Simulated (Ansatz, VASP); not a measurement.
# Zn2GeO4 (Zn2GeO4 (R-3)) in two plane-wave programs

Wanted: the spread between two codes on one cell, functional and k mesh. The structure shown is the start of the Ansatz relaxation below; VASP solves that cell, so the two are compared at the walk's first step.

Main program and level: Ansatz 0.2.0; plane waves, with VASP 6.6.1 beside it; single point at PBEsol.

**1. The starting structure**

The cell holds 42 atoms: 12 Zn, 6 Ge and 24 O. Its edges and angles: a = 8.831 Å, b = 8.831 Å, c = 8.831 Å, α = 107.8°, β = 107.8°, γ = 107.8°.

**2. Ansatz: relaxation, PBEsol**

Ansatz runs on its default PAW (the set named soft_2) files.

The two programs are compared at the cell with which this relaxation starts, whose forces are those of its first step.

input.yaml reads:

```yaml
crystal:
  lattice:
    - [7.13635, 4.1201736, 3.1764546]
    - [-7.13635, 4.1201736, 3.1764546]
    - [0.0, -8.2403472, 3.1764546]
  atoms:
    - { symbol: Zn, position: [0.10548878, 0.8732733, 0.2746525] }
    - { symbol: Zn, position: [0.2746525, 0.10548878, 0.8732733] }
    - { symbol: Zn, position: [0.8732733, 0.2746525, 0.10548878] }
    - { symbol: Zn, position: [0.89451122, 0.1267267, 0.7253475] }
    - { symbol: Zn, position: [0.7253475, 0.89451122, 0.1267267] }
    - { symbol: Zn, position: [0.1267267, 0.7253475, 0.89451122] }
    - { symbol: Zn, position: [0.44061248, 0.20219654, 0.6082748] }
    - { symbol: Zn, position: [0.6082748, 0.44061248, 0.20219654] }
    - { symbol: Zn, position: [0.20219654, 0.6082748, 0.44061248] }
    - { symbol: Zn, position: [0.55938752, 0.79780346, 0.3917252] }
    - { symbol: Zn, position: [0.3917252, 0.55938752, 0.79780346] }
    - { symbol: Zn, position: [0.79780346, 0.3917252, 0.55938752] }
    - { symbol: Ge, position: [0.7689283, 0.53568721, 0.94485848] }
    - { symbol: Ge, position: [0.94485848, 0.7689283, 0.53568721] }
    - { symbol: Ge, position: [0.53568721, 0.94485848, 0.7689283] }
    - { symbol: Ge, position: [0.2310717, 0.46431279, 0.05514152] }
    - { symbol: Ge, position: [0.05514152, 0.2310717, 0.46431279] }
    - { symbol: Ge, position: [0.46431279, 0.05514152, 0.2310717] }
    - { symbol: O, position: [0.75120784, 0.42034154, 0.07377495] }
    - { symbol: O, position: [0.07377495, 0.75120784, 0.42034154] }
    - { symbol: O, position: [0.42034154, 0.07377495, 0.75120784] }
    - { symbol: O, position: [0.24879216, 0.57965846, 0.92622505] }
    - { symbol: O, position: [0.92622505, 0.24879216, 0.57965846] }
    - { symbol: O, position: [0.57965846, 0.92622505, 0.24879216] }
    - { symbol: O, position: [0.35168464, 0.03523866, 0.36332787] }
    - { symbol: O, position: [0.36332787, 0.35168464, 0.03523866] }
    - { symbol: O, position: [0.03523866, 0.36332787, 0.35168464] }
    - { symbol: O, position: [0.64831536, 0.96476134, 0.63667213] }
    - { symbol: O, position: [0.63667213, 0.64831536, 0.96476134] }
    - { symbol: O, position: [0.96476134, 0.63667213, 0.64831536] }
    - { symbol: O, position: [0.68445188, 0.38768503, 0.72057635] }
    - { symbol: O, position: [0.72057635, 0.68445188, 0.38768503] }
    - { symbol: O, position: [0.38768503, 0.72057635, 0.68445188] }
    - { symbol: O, position: [0.31554812, 0.61231497, 0.27942365] }
    - { symbol: O, position: [0.27942365, 0.31554812, 0.61231497] }
    - { symbol: O, position: [0.61231497, 0.27942365, 0.31554812] }
    - { symbol: O, position: [0.30478847, 0.97167348, 0.01258179] }
    - { symbol: O, position: [0.97167348, 0.01258179, 0.30478847] }
    - { symbol: O, position: [0.01258179, 0.30478847, 0.97167348] }
    - { symbol: O, position: [0.69521153, 0.02832652, 0.98741821] }
    - { symbol: O, position: [0.02832652, 0.98741821, 0.69521153] }
    - { symbol: O, position: [0.98741821, 0.69521153, 0.02832652] }
basis:
  ecutwfc: 420
  xc_grid: 2
hamiltonian:
  xc: pbesol
kpoints:
  mp_grid: { grid: [4, 4, 4] }
scf:
  occupations: { method: fermi_dirac, width: 0.01 }
  max_iter: 150
output:
  forces: true
  stress: true
relax:
  f_tol: 0.01
  max_steps: 60
  cell: {}
checkpoint:
  write: "../pbesol.run"
  compress: false
  write_wavefunctions: false
  write_every: 100000
```

Run with:

```console
ansatz run input.yaml --threads 4 --pin off --max-ram 6594MiB --backend cpu --events-out ev --progress --plain --runs-dir out
```

Numbers of over 12 decimals in the logs are rounded to 6 here.

The program printed:

```text
Engine: ansatz 0.2.0, aarch64-unknown-linux-gnu
Pseudopotentials: kind: paw
Pseudopotential: Zn, paw, valence charge 12, recommended cutoff 420 eV (normal), Zn.paw.azcp
Pseudopotential: Ge, paw, valence charge 14, recommended cutoff 420 eV (normal), Ge.paw.azcp
Pseudopotential: O, paw, valence charge 6, recommended cutoff 420 eV (normal), O.paw.azcp
Functional definition: PBEsol
  exchange = pbesol_x
  correlation = pbesol_c
Crystal: 42 atoms, lattice volume = 560.384 Å³
Basis set: ecut = 420 eV, 10931 PW (Γ), exchange–correlation on 120×120×120 points (8 copies of the dense FFT grid, shifted against one another)
Bands: 228, of which v1, the nominal top of the filled ones, is band 186 counted from 1 (185 counted from 0)
Symmetry: 6 space group operations
Space group: R-3 (ITA 148), of the structure as read, at distance tolerance 8.2e-5 Å
k-points: 14 of 64
Non-local potential: Zn, projectors of the file, l = 0: 2, l = 1: 2, l = 2: 3, l = 3: 1
Non-local potential: Ge, projectors of the file, l = 0: 2, l = 1: 2, l = 2: 3, l = 3: 1
Non-local potential: O, projectors of the file, l = 0: 2, l = 1: 2, l = 2: 1
PAW form: soft (Blöchl's): semilocal exchange-correlation on the pseudo side does not see the compensation charge
PAW frozen core: Zn, regenerated for the run's functional, and the local potential with it (the file was generated under x = pbe(κ = 0.804, μ = 0.219515), c = pbe(β = 0.066725))
PAW frozen core: Ge, regenerated for the run's functional, and the local potential with it (the file was generated under x = pbe(κ = 0.804, μ = 0.219515), c = pbe(β = 0.066725))
PAW frozen core: O, regenerated for the run's functional, and the local potential with it (the file was generated under x = pbe(κ = 0.804, μ = 0.219515), c = pbe(β = 0.066725))
PAW one-centre angular grid: Zn, 590 points (default); XC on 64 Gauss nodes
PAW one-centre angular grid: Ge, 590 points (default); XC on 64 Gauss nodes
PAW one-centre angular grid: O, 110 points (default); XC on 64 Gauss nodes
Initial density: superposition of atomic densities (neutral atoms: chi_scale 0, normalization atom), corrected by the library's trained network
Initial wavefunctions: pseudopotential atomic-orbital guess
Functional: x = pbesol(κ = 0.804, μ = 0.123457), c = pbesol(β = 0.046)
SCF iter   1: F=—  HF=-78358.095257 eV  |F-HF|=—  |Δ(HF+E_count)|=         —  Δρ=1.37e-2  dr2=8.27e-1  ethr=1.77e-3  ⟨swp⟩=6.0  Hψ=13020  notcnv=0
preconditioner: auto → Resta (q_TF=auto, 2.548 Å⁻¹)  ε∞=4.5  [insulator: Δε(μ)=1.961 eV  Ē_g=16.124 eV  σ=0.010 eV  W_gap=1.00  n_scr=152 (ndim 8)  ℏωp=30.3 eV  f_vac=0.136  D(μ)=0.00/eV (n_scr^D=0)  ε∞_Penn≈4.5]
SCF iter   2: F=—  HF=-78357.863351 eV  |F-HF|=—  |Δ(HF+E_count)|=   2.32e-1  Δρ=1.80e-3  dr2=9.84e-3  ethr=2.22e-4  ⟨swp⟩=2.3  Hψ=5731  notcnv=0  defer=512
SCF iter   3: F=—  HF=-78357.862590 eV  |F-HF|=—  |Δ(HF+E_count)|=   7.61e-4  Δρ=9.09e-4  dr2=4.25e-3  ethr=2.65e-6  ⟨swp⟩=2.0  Hψ=5360  notcnv=0  defer=512
SCF iter   4: F=—  HF=-78357.863797 eV  |F-HF|=—  |Δ(HF+E_count)|=   1.21e-3  Δρ=4.52e-4  dr2=1.10e-3  ethr=1.14e-6  ⟨swp⟩=2.0  Hψ=5360  notcnv=0  defer=512
SCF iter   5: F=—  HF=-78357.863768 eV  |F-HF|=—  |Δ(HF+E_count)|=   2.90e-5  Δρ=1.14e-4  dr2=1.19e-4  ethr=2.95e-7  ⟨swp⟩=2.0  Hψ=5352  notcnv=0  defer=512
SCF iter   6: F=—  HF=-78357.863952 eV  |F-HF|=—  |Δ(HF+E_count)|=   1.84e-4  Δρ=9.46e-5  dr2=3.84e-5  ethr=3.21e-8  ⟨swp⟩=2.0  Hψ=5328  notcnv=0  defer=512
SCF iter   7: F=—  HF=-78357.864446 eV  |F-HF|=—  |Δ(HF+E_count)|=   4.94e-4  Δρ=1.96e-5  dr2=3.55e-6  ethr=1.03e-8  ⟨swp⟩=2.0  Hψ=5304  notcnv=0  defer=512
SCF iter   8: F=—  HF=-78357.864453 eV  |F-HF|=—  |Δ(HF+E_count)|=   7.13e-6  Δρ=1.95e-5  dr2=2.18e-6  ethr=9.55e-10  ⟨swp⟩=2.0  Hψ=4864  notcnv=0  defer=512
SCF iter   9: F=—  HF=-78357.864454 eV  |F-HF|=—  |Δ(HF+E_count)|=   9.08e-7  Δρ=5.43e-6  dr2=3.28e-7  ethr=5.86e-10  ⟨swp⟩=2.0  Hψ=4701  notcnv=0  defer=512
SCF iter  10: F=-78357.864455 eV  HF=-78357.864454 eV  |F-HF|=5.19e-8  |Δ(HF+E_count)|=   5.03e-7  Δρ=1.87e-6  dr2=4.32e-8  ethr=2.69e-11  ⟨swp⟩=4.0  Hψ=9856  notcnv=0
SCF 1 converged in 10 iterations: F = -78357.864455 eV  dr2 = 4.32e-8
  greatest PAW one-centre occupation: 0.999 electrons in one spin orbital (limit 2), on the Ge atom at site 17 (counted from 0), in its partial waves of l = 2
relax step   1: F+E_penalty+E_count = -78357.86445451 eV  Δ(F+E_penalty+E_count) = +0.000e0 eV  max|allowed force component| = 2.645e-1 eV/Å  Δτ_max = 0.0000 Å  P = -0.018 GPa  Ω = 560.384 Å³  (10 SCF iters, dr2 threshold 1.00e-7 eV, accepted)
Crystal: 42 atoms, lattice volume = 559.602 Å³
Basis set: ecut = 420 eV, 10907 PW (Γ), exchange–correlation on 120×120×120 points (8 copies of the dense FFT grid, shifted against one another)
Initial density: handed on by an earlier stage of this run
Initial wavefunctions: those handed on with the density
[...]
SCF iter   2: F=—  HF=-78357.890854 eV  |F-HF|=—  |Δ(HF+E_count)|=   4.72e-4  Δρ=1.51e-5  dr2=2.97e-7  ethr=1.67e-10  ⟨swp⟩=2.3  Hψ=5810  notcnv=0
SCF iter   3: F=—  HF=-78357.890854 eV  |F-HF|=—  |Δ(HF+E_count)|=   2.25e-7  Δρ=4.46e-6  dr2=1.72e-8  ethr=7.99e-11  ⟨swp⟩=2.0  Hψ=4956  notcnv=0
[...]
SCF converged after 5 iterations
Free energy (F): -78357.890854 eV
Harris-Foulkes:  -78357.890854 eV  (|F-HF|=6.40e-10)
Internal energy: -78357.890854 eV  (E = F + TS)
E sigma→0 (E₀):  -78357.890854 eV
Fermi energy:    5.976420 eV
--- Per-component energies (eV) ---
  E_band       = -1268.233237
  E_kinetic    = 6432.045099
  E_local      = -49016.377394  (includes V_loc(G=0)·N_el)
  E_nonlocal   = 11182.074110
  E_hartree    = 20505.583999
  E_xc         = -3799.524830
  E_vxc        = -3229.711153  (∫ρ·V_xc dr)
  E_paw        = -37119.122901  (= ΣΔE_a)
  E_vpaw       = -7647.488900  (= ΣTr[D̂ρ^β])
  E_aug_tail   = 0.056294  (compensation charges beyond the density's cutoff)
  E_ewald      = -26558.548017
  E_core_change = 15.922786  (= ΣΔE_core)
  E_smearing   = -0.000000  (= −TS)
  E_closure    = 0.000000  (closes the sum)
  Σ components = -78357.890854   (vs F -78357.890854, Δ=0.00e0)
--- Forces (eV/Å), atoms counted from 1 ---
  atom   1  Zn    -0.00301140     0.00231330    -0.00397436
  atom   2  Zn    -0.00049768    -0.00376461    -0.00397436
  atom   3  Zn     0.00350908     0.00145130    -0.00397436
  atom   4  Zn     0.00301140    -0.00231330     0.00397436
  atom   5  Zn     0.00049768     0.00376461     0.00397436
  atom   6  Zn    -0.00350908    -0.00145130     0.00397436
  atom   7  Zn    -0.00203186     0.00071575     0.00210741
  atom   8  Zn     0.00039607    -0.00211752     0.00210741
  atom   9  Zn     0.00163579     0.00140177     0.00210741
  atom  10  Zn     0.00203186    -0.00071575    -0.00210741
  atom  11  Zn    -0.00039607     0.00211752    -0.00210741
  atom  12  Zn    -0.00163579    -0.00140177    -0.00210741
  atom  13  Ge    -0.00076028     0.00462062     0.00429255
  atom  14  Ge    -0.00362144    -0.00296873     0.00429255
  atom  15  Ge     0.00438172    -0.00165189     0.00429255
  atom  16  Ge     0.00076028    -0.00462062    -0.00429255
  atom  17  Ge     0.00362144     0.00296873    -0.00429255
  atom  18  Ge    -0.00438172     0.00165189    -0.00429255
  atom  19  O      0.00490713    -0.00235615    -0.00003923
  atom  20  O     -0.00041308     0.00542777    -0.00003923
  atom  21  O     -0.00449405    -0.00307162    -0.00003923
  atom  22  O     -0.00490713     0.00235615     0.00003923
  atom  23  O      0.00041308    -0.00542777     0.00003923
  atom  24  O      0.00449405     0.00307162     0.00003923
[...]
atom  35  O     -0.00193556    -0.00228856    -0.00105519
  atom  36  O      0.00294973    -0.00053196    -0.00105519
  atom  37  O      0.00533191     0.00366179     0.00500328
  atom  38  O      0.00050525    -0.00644846     0.00500328
  atom  39  O     -0.00583716     0.00278667     0.00500328
  atom  40  O     -0.00533191    -0.00366179    -0.00500328
  atom  41  O     -0.00050525     0.00644846    -0.00500328
  atom  42  O      0.00583716    -0.00278667    -0.00500328
  max |Σ_I F_I| component: 5.64e-18 eV/Å
--- Stress (GPa, compression-positive) ---
        0.000586      -0.000000      -0.000000
        0.000000       0.000586      -0.000000
       -0.000000       0.000000      -0.042570
  P = ⅓ Tr σ = -0.0138 GPa (-0.138 kbar)
--- Relaxed structure (4 steps of the walk, 4 accepted, 1 SCFs on fresh bases) ---
  F+E_penalty+E_count = -78357.89085412 eV   max|allowed force component| = 6.448e-3 eV/Å   (the final SCF, on the basis selected at the relaxed cell)
  cell:  # Å, volume = 558.5223 Å³
    - [7.130166, 4.116604, 3.171397]
    - [-7.130166, 4.116604, 3.171397]
    - [0, -8.233207, 3.171397]
  atoms:
    - { symbol: Zn, position: [0.105867, 0.872373, 0.274663] }
    - { symbol: Zn, position: [0.274663, 0.105867, 0.872373] }
    - { symbol: Zn, position: [0.872373, 0.274663, 0.105867] }
    - { symbol: Zn, position: [0.894133, 0.127627, 0.725337] }
    - { symbol: Zn, position: [0.725337, 0.894133, 0.127627] }
    - { symbol: Zn, position: [0.127627, 0.725337, 0.894133] }
    - { symbol: Zn, position: [0.442047, 0.201712, 0.607680] }
    - { symbol: Zn, position: [0.607680, 0.442047, 0.201712] }
    - { symbol: Zn, position: [0.201712, 0.607680, 0.442047] }
    - { symbol: Zn, position: [0.557953, 0.798288, 0.392320] }
    - { symbol: Zn, position: [0.392320, 0.557953, 0.798288] }
    - { symbol: Zn, position: [0.798288, 0.392320, 0.557953] }
    - { symbol: Ge, position: [0.769724, 0.535408, 0.944325] }
    - { symbol: Ge, position: [0.944325, 0.769724, 0.535408] }
    - { symbol: Ge, position: [0.535408, 0.944325, 0.769724] }
    - { symbol: Ge, position: [0.230276, 0.464592, 0.055675] }
    - { symbol: Ge, position: [0.055675, 0.230276, 0.464592] }
    - { symbol: Ge, position: [0.464592, 0.055675, 0.230276] }
    - { symbol: O, position: [0.750481, 0.419933, 0.073999] }
    - { symbol: O, position: [0.073999, 0.750481, 0.419933] }
    - { symbol: O, position: [0.419933, 0.073999, 0.750481] }
    - { symbol: O, position: [0.249519, 0.580067, 0.926001] }
    - { symbol: O, position: [0.926001, 0.249519, 0.580067] }
    - { symbol: O, position: [0.580067, 0.926001, 0.249519] }
    - { symbol: O, position: [0.351008, 0.035570, 0.362836] }
    - { symbol: O, position: [0.362836, 0.351008, 0.035570] }
    - { symbol: O, position: [0.035570, 0.362836, 0.351008] }
    - { symbol: O, position: [0.648992, 0.964430, 0.637164] }
    - { symbol: O, position: [0.637164, 0.648992, 0.964430] }
    - { symbol: O, position: [0.964430, 0.637164, 0.648992] }
    - { symbol: O, position: [0.685004, 0.386581, 0.719019] }
    - { symbol: O, position: [0.719019, 0.685004, 0.386581] }
    - { symbol: O, position: [0.386581, 0.719019, 0.685004] }
    - { symbol: O, position: [0.314996, 0.613419, 0.280981] }
    - { symbol: O, position: [0.280981, 0.314996, 0.613419] }
    - { symbol: O, position: [0.613419, 0.280981, 0.314996] }
    - { symbol: O, position: [0.304494, 0.971185, 0.010547] }
    - { symbol: O, position: [0.971185, 0.010547, 0.304494] }
    - { symbol: O, position: [0.010547, 0.304494, 0.971185] }
    - { symbol: O, position: [0.695506, 0.028815, 0.989453] }
    - { symbol: O, position: [0.028815, 0.989453, 0.695506] }
    - { symbol: O, position: [0.989453, 0.695506, 0.028815] }
```

The column dr2 measures how far the density is from self-consistency, as an energy; F and HF (Harris–Foulkes) agree once it is small.

(Continued in part 2 of 2.)

[Lines on the potential files, build, host, timing and source positions are cut from VASP's logs without a mark.]

[Logs are printed without paths, hosts, clocks, repeated set-up lines and the standing remarks that a program may print on its own settings, such as how far it seeks lower states.]

[Hosts, paths, dates, database ids (printed as entryN), source tags and the programs' standing remarks are cut or masked in the printed files.]
